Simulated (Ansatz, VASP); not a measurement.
**Cross-check of CO2 between VASP and Ansatz**

Wanted: the spread between two codes on one cell, functional and k mesh. The cell is taken from a series of runs on this material, whose earlier steps may have relaxed, scaled, displaced or heated it; both programs get it as it stands. Other levels of theory on this material are compared in a session of their own.

Method: plane waves, with VASP 6.6.1 beside it; single point at r2SCAN, in Ansatz 0.2.0.

### 1. Starting point

Symmetry: Pa-3, No. 205, cubic system. The conventional cell has a = 5.497 Å, b = 5.497 Å, c = 5.497 Å, α = 90.00°, β = 90.00°, γ = 90.00°. Nearest to C lie 2 O at 1.17 Å. Nearest to O lie 1 C at 1.17 Å. Farther neighbours and most contacts between anions are not listed.

As a file:

```
C O
1.0
     5.49707    0.00000    0.00000
     0.00000    5.49707    0.00000
     0.00000    0.00000    5.49707
C O
4 8
Cartesian
  0.0000 0.0000 0.0000
  2.7485 0.0000 2.7485
  2.7485 2.7485 0.0000
  0.0000 2.7485 2.7485
  0.6736 0.6736 0.6736
  2.0749 4.8235 3.4221
  3.4221 2.0749 4.8235
  4.8235 3.4221 2.0749
  4.8235 4.8235 4.8235
  3.4221 0.6736 2.0749
  2.0749 3.4221 0.6736
  0.6736 2.0749 3.4221
```

### 2. VASP: single point, r2SCAN

A single point gives forces, pressure and levels at one fixed geometry, so differences don't come from the geometry; what else differs is listed under the comparison.

Lines of VASP's logs that name or quote its potential files are left out, and so is its time.

INCAR reads:

```
SYSTEM = CO2
PREC = Accurate
ENCUT = 660
EDIFF = 1E-06
NELM = 120
ISMEAR = 0
SIGMA = 0.01
LREAL = .FALSE.
ALGO = Normal
METAGGA = R2SCAN
LASPH = .TRUE.
NBANDS = 44
LORBIT = 11
LWAVE = .FALSE.
LCHARG = .FALSE.
ISIF = 2
GGA_COMPAT = .FALSE.
EFERMI = MIDGAP
LMIXTAU = .TRUE.
KPAR = 2
```

POSCAR reads:

```
CO2
1.0
    5.4970732800      0.0000000000      0.0000000000
    0.0000000000      5.4970732800      0.0000000000
    0.0000000000      0.0000000000      5.4970732800
C O
4 8
Direct
    0.0000000000      0.0000000000      0.0000000000
    0.5000000000      0.0000000000      0.5000000000
    0.5000000000      0.5000000000      0.0000000000
    0.0000000000      0.5000000000      0.5000000000
    0.1225369800      0.1225369800      0.1225369800
    0.3774630200      0.8774630200      0.6225369800
    0.6225369800      0.3774630200      0.8774630200
    0.8774630200      0.6225369800      0.3774630200
    0.8774630200      0.8774630200      0.8774630200
    0.6225369800      0.1225369800      0.3774630200
    0.3774630200      0.6225369800      0.1225369800
    0.1225369800      0.3774630200      0.6225369800
```

KPOINTS reads:

```
Automatic mesh
0
Gamma
4 4 4
0 0 0
```

The projector-augmented-wave data sets are C and O (PBE family, release 64).

The run is started by

```console
> mpirun -np 2 vasp_std
```

Numbers of over 12 decimals in the logs are rounded to 6 here.

Output:

```text
[banner, memory and clock lines left out]
running    2 mpi-ranks, on    1 nodes
 distrk:  each k-point on    1 cores,    2 groups
 distr:  one band on    1 cores,    1 groups

 POSCAR found type information on POSCAR C O
 POSCAR found :  2 types and      12 ions
|                                                                             |
|               ----> ADVICE to this user running VASP <----                  |
|                                                                             |
|     You enforced a specific xc type in the INCAR file but a different       |
|     [... a line on the potential file left out ...]
|     I HOPE YOU KNOW WHAT YOU ARE DOING!                                     |
|                                                                             |

 LDA part: xc-table for (None), standard interpolation
 POSCAR, INCAR and KPOINTS ok, starting setup
 FFT: planning ... GRIDC
 FFT: planning ... GRID_SOFT
 FFT: planning ... GRID
 WAVECAR not read
 entering main loop
       N       E                     dE             d eps       ncg     rms          rms(c)
DAV:   1     0.415034127736E+03    0.41503E+03   -0.38987E+04   968   0.164E+03
DAV:   2    -0.986913668223E+02   -0.51373E+03   -0.49832E+03  1280   0.341E+02
DAV:   3    -0.130403899753E+03   -0.31713E+02   -0.31488E+02  1160   0.870E+01
DAV:   4    -0.130782581652E+03   -0.37868E+00   -0.37704E+00  1164   0.104E+01
DAV:   5    -0.130788482372E+03   -0.59007E-02   -0.58995E-02  1104   0.127E+00    0.175E+01
DAV:   6    -0.110654556089E+03    0.20134E+02   -0.95259E+00  1084   0.157E+01    0.946E+00
DAV:   7    -0.100778799797E+03    0.98758E+01   -0.21421E+00  1028   0.881E+00    0.471E+00
DAV:   8    -0.112027493645E+03   -0.11249E+02   -0.43746E+00  1012   0.961E+00    0.200E+00
DAV:   9    -0.105018209959E+03    0.70093E+01   -0.77274E-01   972   0.564E+00    0.103E+00
DAV:  10    -0.106946172770E+03   -0.19280E+01   -0.45847E-01   968   0.545E+00    0.403E-01
DAV:  11    -0.102297392103E+03    0.46488E+01   -0.50057E-01  1016   0.492E+00    0.235E-01
DAV:  12    -0.102911995296E+03   -0.61460E+00   -0.18135E-01   968   0.327E+00    0.161E-01
DAV:  13    -0.103109375314E+03   -0.19738E+00   -0.44091E-02   984   0.168E+00    0.892E-02
DAV:  14    -0.103108333225E+03    0.10421E-02   -0.37620E-02  1048   0.141E+00    0.114E-01
DAV:  15    -0.103124522738E+03   -0.16190E-01   -0.11742E-02   992   0.906E-01    0.408E-02
DAV:  16    -0.103134394709E+03   -0.98720E-02   -0.65458E-03   992   0.695E-01    0.233E-02
DAV:  17    -0.103135083744E+03   -0.68904E-03   -0.92609E-04   976   0.238E-01    0.101E-02
DAV:  18    -0.103134885043E+03    0.19870E-03   -0.11428E-04  1036   0.846E-02    0.847E-03
DAV:  19    -0.103135299127E+03   -0.41408E-03   -0.25217E-04   972   0.135E-01    0.495E-03
DAV:  20    -0.103135336763E+03   -0.37636E-04   -0.41289E-05   972   0.532E-02    0.563E-03
DAV:  21    -0.103135344680E+03   -0.79173E-05   -0.79249E-07   692   0.612E-03    0.496E-03
DAV:  22    -0.103135348049E+03   -0.33690E-05   -0.76357E-07   616   0.687E-03    0.354E-03
DAV:  23    -0.103135348848E+03   -0.79900E-06   -0.31598E-06   812   0.108E-02
   1 F= -.10313535E+03 E0= -.10313535E+03  d E =0.000000E+00
```

Parts of OUTCAR (step 2):

```text
ion  position               nearest neighbor table
   1  0.000  0.000  0.000-   5 1.17   9 1.17
   2  0.500  0.000  0.500-   6 1.17  10 1.17
   3  0.500  0.500  0.000-   7 1.17  11 1.17
   4  0.000  0.500  0.500-   8 1.17  12 1.17
   5  0.123  0.123  0.123-   1 1.17
   6  0.377  0.877  0.623-   2 1.17
   7  0.623  0.377  0.877-   3 1.17
   8  0.877  0.623  0.377-   4 1.17
   9  0.877  0.877  0.877-   1 1.17
  10  0.623  0.123  0.377-   2 1.17
  11  0.377  0.623  0.123-   3 1.17
  12  0.123  0.377  0.623-   4 1.17

  LATTYP: Found a simple cubic cell.
 ALAT       =     5.4970732800

 Subroutine GETGRP returns: Found 24 space group operations
 (whereof  6 operations were pure point group operations)

The static configuration has the point symmetry S_6 .
 The point group associated with its full space group is T_h .

 Found     11 irreducible k-points:

   k-points           NKPTS =     11   k-points in BZ     NKDIM =     11   number of bands    NBANDS=     44

   dimension x,y,z NGX =    48 NGY =   48 NGZ =   48
   dimension x,y,z NGXF=    96 NGYF=   96 NGZF=   96

   ENCUT  =  660.0 eV  48.51 Ry    6.96 a.u.  11.51 11.51 11.51*2*pi/ulx,y,z

   NELECT =      64.0000    total number of electrons

 k-points in reciprocal lattice and weights: Automatic mesh
   0.00000000  0.00000000  0.00000000       0.016
   0.25000000  0.00000000  0.00000000       0.094
   0.50000000  0.00000000  0.00000000       0.047
   0.25000000  0.25000000  0.00000000       0.188
   0.50000000  0.25000000  0.00000000       0.094
  -0.25000000  0.50000000  0.00000000       0.094
   0.50000000  0.50000000  0.00000000       0.047
   0.25000000  0.25000000  0.25000000       0.125
   0.50000000  0.25000000  0.25000000       0.188
   0.50000000  0.50000000  0.25000000       0.094
   0.50000000  0.50000000  0.50000000       0.016

 average (electrostatic) potential at core
       1 -60.6383       2 -60.6383       3 -60.6383       4 -60.6383       5 -81.0570
       6 -81.0570       7 -81.0570       8 -81.0570       9 -81.0570      10 -81.0570
      11 -81.0570      12 -81.0570

 E-fermi :  -0.0097

 k-point     1 :       0.0000    0.0000    0.0000
  band No.  band energies     occupation
    ...
     28      -3.9750      2.00000
     29      -3.9750      2.00000
     30      -3.9750      2.00000
     31      -3.7460      2.00000
     32      -3.7460      2.00000
     33       3.7265      0.00000
     34       4.8960      0.00000
     35       4.8960      0.00000
     36       4.8960      0.00000
     37       5.2270      0.00000
    ...

 k-point     2 :       0.2500    0.0000    0.0000
  band No.  band energies     occupation
    ...
     28      -4.0147      2.00000
     29      -4.0113      2.00000
     30      -3.9244      2.00000
     31      -3.8644      2.00000
     32      -3.7655      2.00000
     33       4.1598      0.00000
     34       4.8324      0.00000
     35       4.9952      0.00000
     36       5.0359      0.00000
     37       5.0535      0.00000
    ...

 k-point     3 :       0.5000    0.0000    0.0000
  band No.  band energies     occupation
    ...
     28      -4.1675      2.00000
     29      -4.0929      2.00000
     30      -4.0929      2.00000
     31      -3.8298      2.00000
     32      -3.8298      2.00000
     33       4.8352      0.00000
     34       4.8352      0.00000
     35       5.1015      0.00000
     36       5.1015      0.00000
     37       5.4303      0.00000
    ...

  Total       -0.1241477     -0.1241477     -0.1241477      0.0000000      0.0000000      0.0000000
  in kB       -1.1974422     -1.1974422     -1.1974422      0.0000000      0.0000000      0.0000000
  external PRESSURE =      -1.1974422 kB  Pullay stress =       0.0000000 kB

  energy-cutoff  :      660.00
  volume of cell :      166.11
      direct lattice vectors                 reciprocal lattice vectors
     5.497073280  0.000000000  0.000000000     0.181914984  0.000000000  0.000000000
     0.000000000  5.497073280  0.000000000     0.000000000  0.181914984  0.000000000
     0.000000000  0.000000000  5.497073280     0.000000000  0.000000000  0.181914984

 POSITION                                       TOTAL-FORCE (eV/Angst)
 -----------------------------------------------------------------------------------
      0.00000      0.00000      0.00000        -0.000000      0.000000      0.000000
      2.74854      0.00000      2.74854        -0.000000      0.000000      0.000000
      2.74854      2.74854      0.00000        -0.000000      0.000000      0.000000
      0.00000      2.74854      2.74854        -0.000000      0.000000      0.000000
      0.67359      0.67359      0.67359        -0.010367     -0.010367     -0.010367
      2.07494      4.82348      3.42213         0.010367      0.010367     -0.010367
      3.42213      2.07494      4.82348        -0.010367      0.010367      0.010367
      4.82348      3.42213      2.07494         0.010367     -0.010367      0.010367
      4.82348      4.82348      4.82348         0.010367      0.010367      0.010367
      3.42213      0.67359      2.07494        -0.010367     -0.010367      0.010367
      2.07494      3.42213      0.67359         0.010367     -0.010367     -0.010367
      0.67359      2.07494      3.42213        -0.010367      0.010367     -0.010367
 -----------------------------------------------------------------------------------
    total drift:                                0.000000      0.000000      0.000000

  FREE ENERGIE OF THE ION-ELECTRON SYSTEM (eV)
  ---------------------------------------------------
  free  energy   TOTEN  =      -103.1353488483 eV

  energy  without entropy=     -103.1353488483  energy(sigma->0) =     -103.13534885

 total charge
# of ion       s       p       d       tot
------------------------------------------
    1        0.945   1.788   0.000   2.734
    2        0.945   1.788   0.000   2.734
    3        0.945   1.788   0.000   2.734
    4        0.945   1.788   0.000   2.734
    5        1.604   3.583   0.000   5.187
    6        1.604   3.583   0.000   5.187
    7        1.604   3.583   0.000   5.187
    8        1.604   3.583   0.000   5.187
    9        1.604   3.583   0.000   5.187
   10        1.604   3.583   0.000   5.187
   11        1.604   3.583   0.000   5.187
   12        1.604   3.583   0.000   5.187
--------------------------------------------------
tot         16.610  35.821   0.000  52.430

[... 3 further parts left out ...]
```

The run ends at a pressure of -0.12 GPa, with forces up to 0.018 eV/Å.

[end of part 1 of 2]

[Lines on the potential files, build, host, timing and source positions are cut from VASP's logs without a mark.]

[Logs are printed without paths, hosts, clocks, repeated set-up lines and the standing remarks that a program may print on its own settings, such as how far it seeks lower states.]

[Hosts, paths, dates, database ids (printed as entryN), source tags and the programs' standing remarks are cut or masked in the printed files.]
